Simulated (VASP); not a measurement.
BaS (rock salt): the band gap from VASP (plane waves, PAW) at several levels of theory. Gaps are without spin-orbit coupling. Each level names its cell: its own relaxed one, PBE's, or the starting one. A gap is the smallest over the k-mesh and a band path; hybrids may have named points in place of the path, and GW has the mesh alone. The mesh is coarse and the basis finite, so the quasiparticle values are not converged.

```json
[
 {"level": "LDA (own cell)", "band gap (eV)": "1.83"},
 {"level": "PBE (own cell)", "band gap (eV)": "2.16"},
 {"level": "PBEsol (own cell)", "band gap (eV)": "1.96"},
 {"level": "PW91 (own cell)", "band gap (eV)": "2.14"},
 {"level": "PBE-D3 (zero damping) (own cell)", "band gap (eV)": "2.12"},
 {"level": "vdW-DF2 (own cell)", "band gap (eV)": "2.21"},
 {"level": "vdW-DF-cx (own cell)", "band gap (eV)": "2.04"},
 {"level": "MS2 (own cell)", "band gap (eV)": "2.44"},
 {"level": "SCAN (own cell)", "band gap (eV)": "2.50"},
 {"level": "r2SCAN (own cell)", "band gap (eV)": "2.51"},
 {"level": "G0W0@PBE (starting cell)", "band gap (eV)": "3.43"},
 {"level": "evGW0@PBE (starting cell)", "band gap (eV)": "3.72"}
]
```

The cell of the LDA (own cell) run:

```yaml
crystal:
  lattice:
    - [0.00000, 3.15142, 3.15142]
    - [3.15142, 0.00000, 3.15142]
    - [3.15142, 3.15142, 0.00000]
  atoms:
    - { symbol: Ba, position: [0.00000, 0.00000, 0.00000] }
    - { symbol: S, position: [0.50000, 0.50000, 0.50000] }
```

Only levels that ran to the end are used. Left out are those held back, those with too coarse a band path, GW runs whose mesh misses a band edge, hybrids' fits of cells that aren't cubic and levels without matching references; a question may draw on a part of the rest.

The compound is BaS in the rock salt structure.
